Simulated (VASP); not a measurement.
KSnCl3: single point with PBE

Crystal: KSnCl3.

```
K Sn Cl
1.0
     5.53999    0.00000    0.00000
     0.00000    5.53999    0.00000
     0.00000    0.00000    5.81699
K Sn Cl
1 1 3
Direct
  0.00000 0.00000 0.00000
  0.50000 0.50000 0.50000
  0.50000 0.50000 0.00000
  0.50000 0.00000 0.50000
  0.00000 0.50000 0.50000
```

The cell was built by a generator and needn't be a form met in nature.

The cell isn't the ideal one: uniaxial_z strain +5.0%.

```yaml
Program: VASP 6.6.1
Task: single point
Functional: PBE
Potentials_or_basis: VASP PAW PBE potentials, release 64 (K_sv, Sn_d, Cl)
Cutoff: 520 eV
k_mesh: 6 × 6 × 6
Occupations: fermi-dirac, width 0.02 eV
Spin: no spin polarisation
```

```yaml
Pressure: -0.5 GPa
Band_gap_on_the_k_mesh: 0.81 eV, direct
```

Stress tensor (GPa, compression positive):
```
 0.11  0.00  0.00
 0.00  0.11  0.00
 0.00  0.00 -1.60
```

Levels at points of the mesh, in eV from the valence-band top:
```tsv
k point	band 19	band 20	band 21	band 22	band 23	band 24	band 25	band 26
(0.00, 0.00, 0.00)	-3.27	-3.22	-3.18	-3.18	1.98	4.27	4.35	4.49
(0.50, 0.00, 0.00)	-3.33	-3.27	-3.20	-2.00	2.03	3.47	3.92	4.03
(0.50, 0.50, 0.00)	-3.46	-3.46	-2.85	-0.82	1.53	1.53	3.47	4.10
(0.00, 0.00, 0.50)	-3.32	-3.27	-3.27	-2.30	1.85	3.30	4.04	4.73
(0.50, 0.00, 0.50)	-3.49	-3.34	-2.87	-1.10	1.35	1.67	4.06	4.28
(0.50, 0.50, 0.50)	-2.86	-2.86	-2.85	0.00	0.81	1.14	1.14	3.36
```

Run time: 4 min on 1 thread of Intel(R) Xeon(R) Platinum 8488C (Sapphire Rapids), on a shared host, peak memory 0.4 GiB.

Caveat: spin-orbit coupling is left out, which moves the levels of the heavy elements. A k mesh can miss the band edges.
